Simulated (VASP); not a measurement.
Crystal: W.

```xyz
1
Lattice="-1.5776 1.5776 1.5776 1.5776 -1.5776 1.5776 1.5776 1.5776 -1.5776" Properties=species:S:1:pos:R:3 pbc="T T T"
W     0.0000    0.0000    0.0000
```

Base run:

- Program: VASP 6.6.1
- Functional: r2SCAN
- Potentials or basis: VASP PAW PBE potentials, release 64 (W_sv)
- Cutoff: 520 eV
- k mesh: 16 × 16 × 16
- Occupations: methfessel-paxton, width 0.1 eV
- Spin: no spin polarisation

Its results: pressure 5.3 GPa.

**Question.** The run is repeated on the same cell with these changes: functional from r2SCAN to PBE. What comes out?

**Answer.** Pressure 8.9 GPa.

Caveats: the PAW data sets were made with another functional, which shifts forces and pressure a little (some runs).
